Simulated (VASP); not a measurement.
Output of a VASP run:

### OSZICAR
```
       N       E                     dE             d eps       ncg     rms          rms(c)
DAV:   1     0.670367047085E+03    0.67037E+03   -0.25373E+04  1680   0.206E+03
DAV:   2     0.134803083240E+02   -0.65689E+03   -0.63694E+03  1864   0.598E+02
DAV:   3    -0.950692600338E+02   -0.10855E+03   -0.10592E+03  2564   0.220E+02
DAV:   4    -0.100451358787E+03   -0.53821E+01   -0.53762E+01  2304   0.494E+01
DAV:   5    -0.100672555241E+03   -0.22120E+00   -0.22113E+00  2352   0.843E+00    0.328E+01
DAV:   6    -0.710841284487E+02    0.29588E+02   -0.83229E+01  2108   0.110E+02    0.917E+00
DAV:   7    -0.674820512401E+02    0.36021E+01   -0.52183E+00  2220   0.166E+01    0.509E+00
DAV:   8    -0.721950958301E+02   -0.47130E+01   -0.22736E+00  1992   0.124E+01    0.265E+00
DAV:   9    -0.677922879069E+02    0.44028E+01   -0.13464E+00  1800   0.994E+00    0.903E-01
DAV:  10    -0.684311477543E+02   -0.63886E+00   -0.30579E-01  2084   0.505E+00    0.511E-01
DAV:  11    -0.684545939908E+02   -0.23446E-01   -0.10844E-02  2252   0.871E-01    0.363E-01
DAV:  12    -0.685673255190E+02   -0.11273E+00   -0.50526E-02  1836   0.238E+00    0.167E-01
DAV:  13    -0.685735725280E+02   -0.62470E-02   -0.10055E-02  1940   0.106E+00    0.381E-02
DAV:  14    -0.685753362613E+02   -0.17637E-02   -0.11909E-03  2200   0.337E-01    0.252E-02
DAV:  15    -0.685746006252E+02    0.73564E-03   -0.55421E-04  1908   0.220E-01    0.339E-02
DAV:  16    -0.685753726093E+02   -0.77198E-03   -0.72192E-04  1892   0.257E-01    0.117E-02
DAV:  17    -0.685754332383E+02   -0.60629E-04   -0.45374E-05  1904   0.741E-02    0.447E-03
DAV:  18    -0.685754350715E+02   -0.18333E-05   -0.21101E-06  2056   0.130E-02    0.250E-03
DAV:  19    -0.685754353679E+02   -0.29640E-06   -0.78418E-07  1932   0.117E-02    0.164E-03
DAV:  20    -0.685754358814E+02   -0.51344E-06   -0.38690E-07  1640   0.752E-03    0.263E-04
DAV:  21    -0.685754359248E+02   -0.43409E-07   -0.23191E-08  1164   0.181E-03
   1 F= -.68575436E+02 E0= -.68575436E+02  d E =-.685754E+02
```

File OUTCAR:
```
------------------------ aborting loop because EDIFF is reached ----------------------------------------
  FORCE on cell =-STRESS in cart. coord.  units (eV):
  Direction    XX          YY          ZZ          XY          YZ          ZX
  --------------------------------------------------------------------------------------
  Total       -0.0090427     -0.0090427      0.0172614      0.0000000      0.0000000      0.0000000
  in kB       -0.2324844     -0.2324844      0.4437845      0.0000000      0.0000000      0.0000000
  external PRESSURE =      -0.0070614 kB  Pullay stress =       0.0000000 kB
  volume of cell :       62.32
      direct lattice vectors                 reciprocal lattice vectors
     4.589783880  0.000000000  0.000000000     0.217875182  0.000000000  0.000000000
     0.000000000  4.589783880  0.000000000     0.000000000  0.217875182  0.000000000
     0.000000000  0.000000000  2.958212270     0.000000000  0.000000000  0.338042003
 POSITION                                       TOTAL-FORCE (eV/Angst)
 -----------------------------------------------------------------------------------
      0.00000      0.00000      0.00000        -0.000000     -0.000000     -0.000000
      2.29489      2.29489      1.47911        -0.000000     -0.000000     -0.000000
      1.39647      1.39647      0.00000        -0.001178     -0.001178      0.000000
      3.69137      0.89842      1.47911        -0.001178      0.001178     -0.000000
      0.89842      3.69137      1.47911         0.001178     -0.001178      0.000000
      3.19331      3.19331      0.00000         0.001178      0.001178     -0.000000
 -----------------------------------------------------------------------------------
    total drift:                               -0.000000      0.000000     -0.000000
  FREE ENERGIE OF THE ION-ELECTRON SYSTEM (eV)
  ---------------------------------------------------
  free  energy   TOTEN  =       -68.5754359248 eV

  energy  without entropy=      -68.5754359248  energy(sigma->0) =      -68.57543592

 reached required accuracy - stopping structural energy minimisation
```
(Selected blocks of OUTCAR.)

File POSCAR:
```
TiO2
1
    4.5897838802     0.0000000000     0.0000000000
    0.0000000000     4.5897838802     0.0000000000
    0.0000000000     0.0000000000     2.9582122699
Ti O
2 4
Direct
  0.0000000000   1.0000000000   1.0000000000
  0.5000000000   0.5000000000   0.5000000000
  0.3042568702   0.3042568702   0.0000000000
  0.8042568702   0.1957431298   0.5000000000
  0.1957431298   0.8042568702   0.5000000000
  0.6957431298   0.6957431298   1.0000000000
```

Reconstruct the remaining input files.

Several could match; the one computed here: the input of the run itself, r2SCAN+rVV10, plane waves, VASP's PBE PAW potentials (set 64).

### INCAR
```
SYSTEM = TiO2
PREC = Accurate; ENCUT = 520; LREAL = F
LASPH = T
EDIFF = 1E-7; NELM = 100; ALGO = Normal
LMAXMIX = 4; LMIXTAU = T
ISMEAR = 0; SIGMA = 0.05
METAGGA = R2SCAN; LUSE_VDW = T; BPARAM = 11.95
CPARAM = 0.0093
IBRION = 2; NSW = 30; ISIF = 4
EDIFFG = -0.01
LWAVE = F; LCHARG = F
```

### KPOINTS
```
Regular mesh
0
gamma
5 5 8
0 0 0
```

POTCAR, in this order: Ti_sv O (PBE.64 set). Program: vasp_std.

The compound is TiO2 in the rutile structure. It was relaxed first.
